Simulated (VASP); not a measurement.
A run of VASP 6.6.1:

The input INCAR:

```
ALGO = Fast ; EDIFF = 1E-6
ENCUT = 520 ; GGA = PE
ISIF = 2 ; ISMEAR = 0
LASPH = T ; LCHARG = F
LREAL = F ; LWAVE = F
NBANDS = 34 ; NELM = 100
PREC = Accurate ; SIGMA = 0.05
```

The input KPOINTS:

```
k-points
0
Gamma
  4 4 4
```

File POSCAR:

```
In3TeCl
1.0
    6.0567251912      0.0000000000      0.0000000000
    0.0000000000      6.0567251912      0.0000000000
    0.0000000000      0.0000000000      6.0567251912
Cl Te In
1 1 3
Direct
    0.0000000000      0.0000000000      0.0000000000
    0.5000000000      0.5000000000      0.5000000000
    0.5000000000      0.5000000000      0.0000000000
    0.5000000000      0.0000000000      0.5000000000
    0.0000000000      0.5000000000      0.5000000000
```

Potentials or basis: VASP PAW PBE potentials, release 64 (Cl, Te, In_d).

The run is started by

```console
$ cat potpaw_PBE.64/Cl/POTCAR potpaw_PBE.64/Te/POTCAR potpaw_PBE.64/In_d/POTCAR > POTCAR
$ mpirun -np 1 vasp_std > vasp.out
```

Hardware: 1 thread of Intel(R) Xeon(R) Platinum 8488C (Sapphire Rapids) (shared host).

**Question.** How long does it take, and how much memory?

**Answer.** It took 62 s on 1 thread of Intel(R) Xeon(R) Platinum 8488C (Sapphire Rapids), on a shared host, peak memory 0.36 GiB. Counts: scf iterations 18, k points 10.
